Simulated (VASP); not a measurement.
Input:

```xyz
8
Lattice="4.8638 0.0000 0.0000 0.0000 4.8638 0.0000 0.0000 0.0000 4.8638" Properties=species:S:1:pos:R:3 pbc="T T T"
Si     2.4319     2.4319     2.4319
Si     0.0000     0.0000     0.0000
Mo     0.0000     2.4319     1.2159
Mo     0.0000     2.4319     3.6478
Mo     1.2159     0.0000     2.4319
Mo     3.6478     0.0000     2.4319
Mo     2.4319     1.2159     0.0000
Mo     2.4319     3.6478     0.0000
```

Method: PBE GGA, VASP's PBE PAW potentials (set 64) (plane waves; VASP). Settings: 300 eV cut-off, 5×5×5 Γ-centred mesh shifted by (0.5, 0.5, 0.5), Gaussian smearing of 0.050 eV, potentials Si Mo_sv.

At this cut-off the stress carries a Pulay error, which pulls relaxed volumes low.

Task: Predict the energy per atom (σ→0), pressure, band gap (on the k-mesh) with the smallest direct gap where there is one.

Result: 
The band gap (on the k-mesh) comes out as none (metal, semimetal or under 0.01 eV) and the energy per atom (σ→0) comes out as -9.859 eV/atom. The pressure is 7.22 GPa.

The structure comes from a computed database's SiMo3 entry; how it stands against other phases isn't given here. The cell was not relaxed at this level.
